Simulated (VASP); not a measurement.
```xyz
2
Lattice="0.0000 2.2623 2.2623 2.2623 0.0000 2.2623 2.2623 2.2623 0.0000" Properties=species:S:1:pos:R:3 pbc="T T T"
Cr     0.0000     0.0000     0.0000
B      1.1312     1.1312     1.1312
```
Starting moments (μB, in the order of the record's atoms Cr B): -0.8 0.0.

The numbers are results of PBEsol GGA, VASP's PBE PAW potentials (set 64) (plane waves; VASP), not measurements. Numerical set-up: 520 eV cut-off, Gaussian smearing of 0.050 eV, potentials Cr_pv B.

Task: Give the spin-up energies of bands 4 to 10 at the high-symmetry points, in eV from the Fermi level.

Result: 
| band | Γ | X | U | L | W |
|---|---|---|---|---|---|
| 4 | -9.23 | -5.12 | -5.24 | -6.20 | -5.15 |
| 5 | -2.18 | -4.08 | -3.42 | -3.43 | -3.18 |
| 6 | -2.18 | -0.34 | -1.05 | -1.70 | -1.17 |
| 7 | -2.18 | -0.03 | -0.59 | -1.70 | -0.77 |
| 8 | 0.86 | -0.03 | 0.06 | 1.21 | 0.42 |
| 9 | 0.86 | 1.53 | 1.04 | 1.21 | 0.89 |
| 10 | 8.30 | 3.10 | 2.40 | 2.16 | 2.28 |

Task: Give the spin-down energies of bands 4 to 10 at the high-symmetry points, in eV from the Fermi level.

Result: 
```tsv
band	Γ	X	U	L	W
4	-9.37	-5.29	-5.41	-6.36	-5.32
5	-2.61	-4.48	-3.84	-3.61	-3.61
6	-2.61	-0.76	-1.41	-2.23	-1.61
7	-2.61	-0.47	-1.11	-2.23	-1.32
8	-0.18	-0.47	-0.31	0.27	0.19
9	-0.18	0.43	0.13	0.27	0.26
10	7.03	2.49	1.82	1.58	1.47
```

It has no gap at this level: it comes out as a metal or semimetal.

The structure was generated: CrB was put into the zinc blende type (F-43m), which need not be its known phase. It was relaxed first, which changed the volume by -32 %.
